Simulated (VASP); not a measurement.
```xyz
12
Lattice="5.2834 0.0000 0.0000 0.0000 5.0747 0.0000 0.0000 0.0000 5.1011" Properties=species:S:1:pos:R:3 pbc="T T T"
Zr     0.1719     3.7104     3.8248
Zr     5.1064     1.3635     1.2489
Zr     2.4936     3.7572     1.2849
Zr     2.8329     1.3507     3.8048
O      1.2149     2.3387     2.5495
O      4.1204     2.7575     0.0353
O      1.3903     2.3241     0.0173
O      3.8677     2.7184     2.5428
O      1.9419     4.7137     3.0715
O      3.3114     0.3545     0.5317
O      0.6929     4.7429     0.5367
O      4.5561     0.3165     3.1193
```

These are LDA (Ceperley-Alder, Perdew-Zunger), VASP's LDA PAW potentials (set 64) (plane waves; VASP) values and carry that method's errors. Settings: 400 eV cut-off, 4×4×4 Γ-centred mesh, Fermi-Dirac smearing of 0.050 eV, potentials Zr_sv O.

At this cut-off the stress carries a Pulay error, which pulls relaxed volumes low.

Estimate the energy per atom (σ→0), pressure, largest force.

* **energy per atom (σ→0)**: -10.468 eV/atom
* **pressure**: -13.28 GPa
* **largest force**: 0.993 eV/Å

Only differences to runs with the same potentials and settings are physical.

The structure comes from a computed database's ZrO2 entry; how it stands against other phases isn't given here. The cell was not relaxed at this level, atoms are displaced from their ideal sites.
